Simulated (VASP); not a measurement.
Computed with PBEsol GGA, VASP's PBE PAW potentials (set 64) (plane waves; VASP).

Gaps are without spin-orbit coupling.

Task: Order these relaxed crystals by band gap, smallest first: MgH2, P4_2/mnm (136); Mg3ZnO4, Cmmm (65); MgCdTe2, R3m (160); ZrSe2, P-3m1 (164).

Result: ZrSe2, P-3m1 (164) (0.11 eV), MgCdTe2, R3m (160) (1.28 eV), Mg3ZnO4, Cmmm (65) (3.32 eV), MgH2, P4_2/mnm (136) (3.52 eV)
